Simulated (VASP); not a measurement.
```
Ga
1.0
    2.20335    -3.79985     0.00000
    2.20335     3.79985     0.00000
    0.00000     0.00000     4.53313
Ga
4
Direct
  0.15525   0.84475   0.91765
  0.34475   0.65525   0.41765
  0.65525   0.34475   0.58235
  0.84475   0.15525   0.08235
```

Method: PBE GGA with D4 dispersion, VASP's PBE PAW potentials (set 64) (plane waves; VASP). Numerical set-up: 520 eV cut-off, 9×9×8 Γ-centred mesh, tetrahedra with Blöchl corrections, potentials Ga_d.

Problem. The job: Ga (alpha), 4 atoms, PBE-D4, static run, 520 eV, 9×9×8 Γ-centred mesh. Roughly how much core time does it take on a busy server core?

Solution. About 4 core-minutes (one run on a shared machine, a rough figure). It had 125 irreducible k-points, 31 bands, up to 2069 plane waves and 17 electronic steps.

The compound is Ga in the alpha structure. It was relaxed first.
